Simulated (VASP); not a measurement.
Given:

```
CELL_PARAMETERS angstrom
      3.89490    -2.16613    -0.02745
      3.89490     2.16613    -0.02745
      2.71531     0.00000     3.53415
ATOMIC_POSITIONS crystal
  Sb 0.23554 0.23554 0.23554
  Sb 0.76446 0.76446 0.76446
```

Computed with PBEsol GGA, VASP's PBE PAW potentials (set 64) (plane waves; VASP 6.6.1). Settings: 480 eV cut-off, 8×8×8 Γ-centred mesh, Gaussian smearing of 0.050 eV, potentials Sb.

Energy and stress use the plane-wave basis of the starting cell.

Task: The ions, cell shape and volume at an external pressure of 10.0 GPa are relaxed. Give the cell that the relaxation ends in.

Result: 
```
CELL_PARAMETERS angstrom
      3.59240    -2.09012    -0.08141
      3.59240     2.09012    -0.08141
      2.45421     0.00000     3.35520
ATOMIC_POSITIONS crystal
  Sb 0.24619 0.24619 0.24619
  Sb 0.75381 0.75381 0.75381
```
Space group R-3m (166), at a tolerance of 0.03 Å.

Task: How do energy and volume change from the first to the last step?

Result: The energy (σ→0) changes by +116.1 meV/atom and the volume by -14.6 %, in 12 ionic steps.

```csv
step,E(σ→0) (eV),max force (eV/Å),pressure (GPa),volume (Å³)
1,-9.1230,0.000,-0.14,59.96
2,-7.9514,1.886,32.76,44.96
3,-8.9438,0.644,9.52,53.05
4,-8.9313,0.667,9.92,52.85
5,-8.9282,0.413,10.02,52.27
6,-8.8952,0.111,10.55,51.38
7,-8.8826,0.098,10.68,51.15
8,-8.8553,0.043,11.14,50.70
9,-8.9562,0.070,7.63,52.42
10,-8.8930,0.004,9.93,51.26
11,-8.8922,0.000,9.95,51.24
12,-8.8909,0.008,9.98,51.22
```

The compound is Sb in the a7 structure. This run relaxes it under an external pressure of 10 GPa. Symmetry was kept, so distortions that lower it aren't found.
